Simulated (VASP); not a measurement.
# Ba2Be (P6/mmm) in VASP: band structure with LDA

Aim: the band structure of Ba2Be with LDA.

Everything below comes from runs of VASP 6.6.1. Logs are shortened: lines on timing, memory, paths and dates and some standing lists are left out, and cuts for length are marked.

## 1. The structure

Symmetry: P6/mmm, No. 191, hexagonal system. The conventional cell has a = 4.602 Å, b = 4.602 Å, c = 4.604 Å, α = 90.00°, β = 90.00°, γ = 120.00°. Around Ba (site symmetry -6m2) lie 3 Ba at 2.66 Å. Be (site symmetry 6/mmm) is surrounded by 12 Ba at 3.52 Å.

The cell was built by a generator and needn't be a form met in nature.

## 2. Band structure, LDA

Input file INCAR:

```
SYSTEM = Ba2Be
PREC = Accurate
ENCUT = 520
EDIFF = 1E-7
ISMEAR = 0
SIGMA = 0.05
LREAL = .FALSE.
LASPH = .TRUE.
NELM = 60
ALGO = Normal
ISIF = 2
LWAVE = .FALSE.
LCHARG = .FALSE.
GGA = CA
```

Input file KPOINTS:

```
Automatic mesh
0
G
  2 2 2
  0 0 0
```

Input file POSCAR:

```
Ba2Be
4.6025
    0.999991913091      0.000000000000      0.000000000000
   -0.499995956545      0.866018398696      0.000000000000
    0.000000000000      0.000000000000      1.000225045084
Ba Be
2 1
Direct
    0.3333333300      0.6666666700      0.5000000000
    0.6666666700      0.3333333300      0.5000000000
    0.0000000000      0.0000000000      0.0000000000
```

Input file KPOINTS_OPT:

```
path GMKGALHA,LM,KH
20
line-mode
reciprocal
 0.0000000000  0.0000000000  0.0000000000  G
 0.5000000000  0.0000000000  0.0000000000  M

 0.5000000000  0.0000000000  0.0000000000  M
 0.3333333333  0.3333333333  0.0000000000  K

 0.3333333333  0.3333333333  0.0000000000  K
 0.0000000000  0.0000000000  0.0000000000  G

 0.0000000000  0.0000000000  0.0000000000  G
 0.0000000000  0.0000000000  0.5000000000  A

 0.0000000000  0.0000000000  0.5000000000  A
 0.5000000000  0.0000000000  0.5000000000  L

 0.5000000000  0.0000000000  0.5000000000  L
 0.3333333333  0.3333333333  0.5000000000  H

 0.3333333333  0.3333333333  0.5000000000  H
 0.0000000000  0.0000000000  0.5000000000  A

 0.5000000000  0.0000000000  0.5000000000  L
 0.5000000000  0.0000000000  0.0000000000  M

 0.3333333333  0.3333333333  0.0000000000  K
 0.3333333333  0.3333333333  0.5000000000  H
```

Potentials or basis: VASP PAW LDA potentials, release 64 (Ba_sv, Be).

The run is started by

```sh
$ cat potpaw_LDA.64/Ba_sv/POTCAR potpaw_LDA.64/Be/POTCAR > POTCAR
$ mpirun -np 1 vasp_std > vasp.out
```

OUTCAR:

```text
SYSTEM = Ba2Be
   PREC = Accurate
   ENCUT = 520
   EDIFF = 1E-7
   ISMEAR = 0
   LREAL = .FALSE.
   LASPH = .TRUE.
   NELM = 60
   ISIF = 2
   GGA = CA

 ion  position               nearest neighbor table
   1  0.333  0.667  0.500-   2 2.66   2 2.66   2 2.66   3 3.52   3 3.52   3 3.52   3 3.52   3 3.52
                             3 3.52
   2  0.667  0.333  0.500-   1 2.66   1 2.66   1 2.66   3 3.52   3 3.52   3 3.52   3 3.52   3 3.52
                             3 3.52
   3  0.000  0.000  0.000-   1 3.52   2 3.52   1 3.52   2 3.52   1 3.52   1 3.52   2 3.52   2 3.52
                             2 3.52   2 3.52   1 3.52   1 3.52

  LATTYP: Found a hexagonal cell.
 ALAT       =     4.6024627800
 C/A-ratio  =     1.0002331339

  Lattice vectors:

 A1 = (   4.6024627800,   0.0000000000,   0.0000000000)
 A2 = (  -2.3012313900,   3.9858496800,   0.0000000000)
 A3 = (   0.0000000000,   0.0000000000,   4.6035357700)

Analysis of symmetry for initial positions (statically):
=====================================================================
 Subroutine PRICEL returns:
 Original cell was already a primitive cell.

 Routine SETGRP: Setting up the symmetry group for a
 hexagonal supercell.

 Subroutine GETGRP returns: Found 24 space group operations
 (whereof 24 operations were pure point group operations)
 out of a pool of 24 trial point group operations.

The static configuration has the point symmetry D_6h.

Analysis of symmetry for dynamics (positions and initial velocities):
=====================================================================
 Subroutine PRICEL returns:
 Original cell was already a primitive cell.

 Routine SETGRP: Setting up the symmetry group for a
 hexagonal supercell.

 Subroutine GETGRP returns: Found 24 space group operations
 (whereof 24 operations were pure point group operations)
 out of a pool of 24 trial point group operations.

The dynamic configuration has the point symmetry D_6h.

 Subroutine INISYM returns: Found 24 space group operations
 (whereof 24 operations are pure point group operations),
 and found     1 'primitive' translations

----------------------------------------------------------------------------------------

                                     Primitive cell

  volume of cell :      84.4506

  direct lattice vectors                    reciprocal lattice vectors
[... 74 lines left out ...]
   ISIF   =      2    stress and relaxation
   ISYM   =      2    0-nonsym 1-usesym 2-fastsym
   POTIM  = 0.5000    time-step for ionic-motion
   TEBEG  =    0.0;   TEEND  =   0.0 temperature during run
   PSTRESS=    0.0 pullay stress
   NELECT =      22.0000    total number of electrons
   NUPDOWN=      -1.0000    fix difference up-down
   EMIN   =  10.00;   EMAX   =-10.00  energy-range for DOS
[... 5 lines left out ...]
     AMIX     =   0.40;   BMIX     =  1.00
     AMIX_MAG =   1.60;   BMIX_MAG =  1.00
  volume/ion in A,a.u.               =      28.15       189.97
  Fermi-wavevector in a.u.,A,eV,Ry     =   1.045558  1.975818 14.873775  1.093192
  Thomas-Fermi vector in A             =   2.180359
   LORBIT       =      0    0 simple, 1 ext, 2 COOP (PROOUT), +10 PAW based schemes
   GGA     = CA    functional components
   LHFCALC =     F    Hartree Fock is set to
   AEXX    =    0.0000 exact exchange contribution
   IVDW    =     0    specifies the selected vdW correction
   LEPSILON=     F    determine dielectric tensor
   LRPA    =     F    only Hartree local field effects (RPA)
 non-spin polarized calculation
 Gauss-broadening in eV      SIGMA  =   0.05
  energy-cutoff  :      520.00
  volume of cell :       84.45
 maximum number of plane-waves:      2298
 NGX is ok and might be reduce to    36
   NGX = 17   NGY = 17   NGZ = 17

 number of electron      21.9999999 magnetization

 Free energy of the ion-electron system (eV)
  ---------------------------------------------------
  ext. energy  EPLUGINS =         0.00000000
  ---------------------------------------------------
  free energy    TOTEN  =        -3.19207142 eV

  energy without entropy =       -3.18242940  energy(sigma->0) =       -3.18725041

 E-fermi :   3.4711     XC(G=0):  -9.4273

 val. band max:        3.4558933512   @ k =   0.5000  -0.0000   0.0000
 cond. band min:       3.6247201260   @ k =   0.0000   0.0000   0.5000
 fundamental gap:      0.1688267748
 Fermi energy:         3.4711214046

 k-point     1 :       0.0000    0.0000    0.0000
  band No.  band energies     occupation
      1     -26.7599      2.00000
      2     -23.4833      2.00000
      3     -13.3848      2.00000
      4     -13.3848      2.00000
      5     -11.3118      2.00000
      6      -8.7711      2.00000
      7      -8.4373      2.00000
      8      -8.4373      2.00000
      9      -0.8729      2.00000
     10       3.1039      2.00000
     11       4.6166      0.00000
     12       4.6166      0.00000
     13       5.4285      0.00000
     14       5.4285      0.00000
[... 41 lines left out ...]
      2     -24.8480      2.00000
      3     -13.8245      2.00000
      4     -11.9927      2.00000
      5     -10.8013      2.00000
      6      -9.9474      2.00000
      7      -8.6840      2.00000
      8      -7.0030      2.00000
      9       0.4596      2.00000
     10       1.6432      2.00000
     11       1.9594      2.00000
     12       3.6617      0.00000
     13       4.0276      0.00000
     14       6.9606      0.00000
     15       7.1660      0.00000

------------------------ aborting loop because EDIFF is reached ----------------------------------------

  FORCE on cell =-STRESS in cart. coord.  units (eV):
  Direction    XX          YY          ZZ          XY          YZ          ZX
  --------------------------------------------------------------------------------------
  -------------------------------------------------------------------------------------
  Total       19.1662895     19.1662895     -5.9042778      0.0000000      0.0000000     -0.0000000
  in kB      363.6184438    363.6184425   -112.0146024      0.0000000      0.0000000     -0.0000000
  external PRESSURE =     205.0740946 kB  Pullay stress =       0.0000000 kB

 VOLUME and BASIS-vectors are now :
 -----------------------------------------------------------------------------
  energy-cutoff  :      520.00
  volume of cell :       84.45
      direct lattice vectors                 reciprocal lattice vectors
     4.602462780  0.000000000  0.000000000     0.217274978  0.125443767  0.000000000
    -2.301231390  3.985849680  0.000000000     0.000000000  0.250887535  0.000000000
     0.000000000  0.000000000  4.603535770     0.000000000  0.000000000  0.217224336

 POSITION                                       TOTAL-FORCE (eV/Angst)
 -----------------------------------------------------------------------------------
     -0.00000      2.65723      2.30177        -0.000000      0.000000     -0.000000
      2.30123      1.32862      2.30177         0.000000     -0.000000      0.000000
      0.00000      0.00000      0.00000        -0.000000     -0.000000      0.000000
 -----------------------------------------------------------------------------------
    total drift:                                0.000000      0.000000      0.000000

  FREE ENERGIE OF THE ION-ELECTRON SYSTEM (eV)
  ---------------------------------------------------
  free  energy   TOTEN  =        -3.1920714150 eV

  energy  without entropy=       -3.1824293987  energy(sigma->0) =       -3.18725041
```

stdout:

```text
POSCAR found type information on POSCAR BaBe
 POSCAR found :  2 types and       3 ions
 scaLAPACK will be used
 LDA part: xc-table for (Slater(with rela. corr.)+CA(PZ))
 , standard interpolation
 POSCAR, INCAR and KPOINTS ok, starting setup
 FFT: planning ... GRIDC
 FFT: planning ... GRID_SOFT
 FFT: planning ... GRID
 WAVECAR not read
 entering main loop
 Start KPOINTS_OPT (optional k-point list driver)
k-point batch [1-4\180]
k-point batch [5-8\180]
k-point batch [9-12\180]
k-point batch [13-16\180]
k-point batch [17-20\180]
k-point batch [21-24\180]
[... 37 lines left out ...]
k-point batch [173-176\180]
k-point batch [177-180\180]
```

Wall time 49 s (1 thread of Intel Xeon 6975P-C (Granite Rapids), shared host); peak memory 0.17 GiB.

These settings aren't checked as converged (typed here: k = 2 × 2 × 2): the numbers below hold their error.

What came out:

```
Free energy             : -3.1921 eV
Pressure                : 20.5 GPa
Band gap along the path : none (metal or under the smearing width)
```

Caveat: the k mesh is coarse (spacing up to 0.79 Å⁻¹), so the values aren't converged; spin-orbit coupling is left out, which moves the levels of the heavy elements.
